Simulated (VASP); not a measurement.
Output of a VASP run:

**OSZICAR**
```
       N       E                     dE             d eps       ncg     rms          rms(c)
DAV:   1     0.955707154830E+02    0.95571E+02   -0.81649E+03  4323   0.131E+03
DAV:   2    -0.114932754361E+02   -0.10706E+03   -0.10391E+03  4500   0.357E+02
DAV:   3    -0.128457991146E+02   -0.13525E+01   -0.13416E+01  4938   0.416E+01
DAV:   4    -0.128494162570E+02   -0.36171E-02   -0.36123E-02  4745   0.252E+00
DAV:   5    -0.128494382292E+02   -0.21972E-04   -0.21972E-04  4890   0.188E-01    0.167E+01
DAV:   6    -0.122286132896E+02    0.62082E+00   -0.10551E+00  4614   0.129E+01    0.439E+00
DAV:   7    -0.121364719384E+02    0.92141E-01   -0.20695E-01  4975   0.519E+00    0.943E-01
DAV:   8    -0.121298920373E+02    0.65799E-02   -0.51865E-03  4485   0.101E+00    0.213E-01
DAV:   9    -0.121298914701E+02    0.56727E-06   -0.14679E-04  5372   0.163E-01    0.841E-02
DAV:  10    -0.121299082941E+02   -0.16824E-04   -0.98650E-06  4713   0.411E-02    0.197E-03
DAV:  11    -0.121299088967E+02   -0.60258E-06   -0.58335E-08  3452   0.284E-03    0.585E-04
DAV:  12    -0.121299086953E+02    0.20146E-06   -0.44600E-09  2490   0.890E-04    0.134E-04
DAV:  13    -0.121299087278E+02   -0.32519E-07   -0.42932E-10  2352   0.297E-04
   1 F= -.12129909E+02 E0= -.12129909E+02  d E =0.000000E+00
```

OUTCAR:
```
------------------------ aborting loop because EDIFF is reached ----------------------------------------
  FORCE on cell =-STRESS in cart. coord.  units (eV):
  Direction    XX          YY          ZZ          XY          YZ          ZX
  --------------------------------------------------------------------------------------
  Total       -0.0076862     -0.0076862     -0.0076862      0.0000000      0.0000000     -0.0000000
  in kB       -0.8132605     -0.8132605     -0.8132605      0.0000000      0.0000000     -0.0000000
  external PRESSURE =      -0.8132605 kB  Pullay stress =       0.0000000 kB
  volume of cell :       15.14
      direct lattice vectors                 reciprocal lattice vectors
    -1.558513187  1.558513187  1.558513187     0.000000000  0.320818588  0.320818588
     1.558513187 -1.558513187  1.558513187     0.320818588  0.000000000  0.320818588
     1.558513187  1.558513187 -1.558513187     0.320818588  0.320818588  0.000000000
 POSITION                                       TOTAL-FORCE (eV/Angst)
 -----------------------------------------------------------------------------------
      0.00000      0.00000      0.00000         0.000000     -0.000000     -0.000000
 -----------------------------------------------------------------------------------
    total drift:                                0.000000     -0.000000      0.000000
  FREE ENERGIE OF THE ION-ELECTRON SYSTEM (eV)
  ---------------------------------------------------
  free  energy   TOTEN  =       -12.1299087278 eV

  energy  without entropy=      -12.1299087278  energy(sigma->0) =      -12.12990873

 total charge

# of ion       s       p       d       tot
------------------------------------------
    1        2.398   6.219   3.976  12.593
```
(Selected blocks of OUTCAR.)

**POSCAR**
```
Mo
1
   -1.5585131871     1.5585131871     1.5585131871
    1.5585131871    -1.5585131871     1.5585131871
    1.5585131871     1.5585131871    -1.5585131871
Mo
1
Direct
  0.0000000000   0.0000000000   0.0000000000
```

Problem. Reconstruct the remaining input files.

Solution. One answer among several that fit: the input of the run itself, LDA (Ceperley-Alder, Perdew-Zunger), plane waves, VASP's LDA PAW potentials (set 64).

### INCAR
```
! general
SYSTEM   =  Mo
PREC     =  Accurate
ENCUT    =  520   ! plane-wave cut-off (eV)
LREAL    =  .FALSE.   ! projection in real space or not
LASPH    =  .TRUE.   ! aspherical one-centre terms

! electronic loop
EDIFF    =  1E-7
NELM     =  100   ! most electronic steps
ALGO     =  Normal   ! blocked Davidson
LMAXMIX  =  4   ! l cut-off of mixed one-centre charges

! smearing
ISMEAR   =  -5   ! tetrahedra, Bloechl

! ions
ISIF     =  2

! output
LWAVE    =  .FALSE.
LCHARG   =  .TRUE.
LORBIT   =  11   ! lm-projected
NEDOS    =  601
```

KPOINTS:
```
Automatic mesh
0
Gamma
18 18 18
0 0 0
```

POTCAR, in this order: Mo_sv (LDA.64 set). Program: vasp_std.

For a metal the tetrahedron method with Blöchl corrections gives inexact stress and forces.

The compound is Mo in the bcc structure. It was relaxed first.
